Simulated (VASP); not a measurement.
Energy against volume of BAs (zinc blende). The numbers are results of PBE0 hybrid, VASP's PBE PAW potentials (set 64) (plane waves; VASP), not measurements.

| V (Å³/atom) | E (eV/atom) |
|---|---|
| 12.710 | -7.05876 |
| 13.129 | -7.07966 |
| 13.547 | -7.08648 |
| 13.966 | -7.08123 |
| 14.385 | -7.06566 |

**Question.** Fit a third-order Birch-Murnaghan equation of state.

**Answer.** 
```json
{
 "volume_per_atom": "13.56 Å³/atom",
 "bulk_modulus": "148 GPa",
 "pressure_derivative_of_the_bulk_modulus": "4.01",
 "lattice_constant_a": "4.770 Å"
}
```

Measured: bulk modulus 142 GPa (computed value off by +4.3 %), as given by PMC11618452 (zinc blende boron arsenide), quoting Tian et al.; a 4.777 Å (computed value off by -0.1 %), as given by M J Lucero et al., Journal of Physics Condensed Matter (2012), arXiv:1111.4515. The calculation is for a static lattice, while the measured bulk modulus, a hold thermal and zero-point effects, which are part of the difference.

The compound is BAs in the zinc blende structure. It was relaxed first. The cell's shape comes from a PBE relaxation.
